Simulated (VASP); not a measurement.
Given:

```xyz
4
Lattice="3.2195 0.0000 0.0000 -1.6098 2.7882 0.0000 0.0000 0.0000 5.2455" Properties=species:S:1:pos:R:3 pbc="T T T"
Ga     0.0000     1.8588     5.2410
Ga     1.6098     0.9294     2.6183
N      0.0000     1.8588     1.9715
N      1.6098     0.9294     4.5942
```

Level of theory: PBE GGA, VASP's PBE PAW potentials (set 64) (plane waves; VASP 6.6.1). Numerical set-up: 520 eV cut-off, Gaussian smearing of 0.050 eV, potentials Ga_d N.

**Question.** Give the energies of bands 13 to 21 at the high-symmetry points, in eV from the valence-band maximum.

**Answer.** 
```
band      Γ      M      K      A      L      H
----  -----  -----  -----  -----  -----  -----
13    -6.86  -6.30  -5.25  -3.79  -6.43  -6.02
14    -0.99  -5.18  -5.25  -3.79  -6.43  -6.02
15    -0.99  -4.06  -5.08  -0.51  -1.87  -4.03
16    -0.04  -2.63  -2.87  -0.51  -1.87  -4.03
17     0.00  -2.11  -2.87  -0.51  -1.83  -1.42
18     0.00  -0.96  -2.62  -0.51  -1.83  -1.42
19     1.71   4.98   5.18   4.05   4.30   6.22
20     4.06   5.37   7.52   4.05   4.30   6.22
21     9.02   5.97   7.52   8.31   7.57   7.25
```

The gap is direct, 1.71 eV, from the valence maximum at Γ to the conduction minimum at Γ.

The structure was generated: GaN was put into the wurtzite type (P6_3mc), which need not be its known phase. It was relaxed first, which changed the volume by +6 %.
